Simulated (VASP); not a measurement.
Calculation: PBEsol GGA, VASP's PBE PAW potentials (set 64) (plane waves; VASP).

A VASP calculation is set up with these files.

### INCAR
```
SYSTEM = AlGaN2
PREC = Accurate
LCHARG = .FALSE.
ALGO = Normal
LOPTICS = .TRUE.
LREAL = .FALSE.
LWAVE = .FALSE.
NBANDS = 51
LMAXMIX = 4   ! l cut-off of mixed one-centre charges
ISMEAR = 0
EDIFF = 1E-7
NEDOS = 1001   ! DOS grid
SIGMA = 0.01
NELM = 100   ! most electronic steps
ENCUT = 520
GGA = PS
CSHIFT = 0.1
LASPH = .TRUE.   ! aspherical one-centre terms
```

### KPOINTS
```
Automatic mesh
0
gamma
  10 10 6
0 0 0
```

File POSCAR:
```
AlGaN2
1.0
  3.1458613819   0.0000000000   0.0000000000
 -1.5729306909   2.7243954913   0.0000000000
  0.0000000000   0.0000000000   5.0954526630
Al Ga N
1 1 2
direct
  0.0000000000   0.0000000000   0.9994946428
  0.6666670000   0.3333330000   0.4972315592
  0.6666670000   0.3333330000   0.1126866663
  0.0000000000   0.0000000000   0.6269771317
```

POTCAR, in this order: Al Ga_d N (PBE.64 set). Program: vasp_std.

The dielectric response may not be converged in the k-mesh; for small gaps it tends to come out too large.

Question: What does the run give for the energy per atom (σ→0)?

Answer: 
```
Quantity                       Result
---------------------  --------------
energy per atom (σ→0)  -7.190 eV/atom
```

### OSZICAR
```
...
DAV:   9    -0.287585898829E+02    0.51774E-02   -0.70404E-03  8584   0.711E-01    0.232E-01
DAV:  10    -0.287589690379E+02   -0.37916E-03   -0.18848E-03  9224   0.152E-01    0.129E-01
DAV:  11    -0.287589080042E+02    0.61034E-04   -0.17172E-04  8976   0.556E-02    0.161E-02
DAV:  12    -0.287589097565E+02   -0.17523E-05   -0.93425E-06  8640   0.155E-02    0.751E-03
DAV:  13    -0.287589106939E+02   -0.93733E-06   -0.96466E-07  8864   0.578E-03    0.201E-03
DAV:  14    -0.287589107193E+02   -0.25399E-07   -0.78737E-08  8699   0.126E-03
   1 F= -.28758911E+02 E0= -.28758911E+02  d E =-.111328E-12
 imaginary and real dielectric function
```

The structure comes from a computed database's AlGaN2 entry (P3m1); how it stands against other phases isn't given here. It was relaxed first.
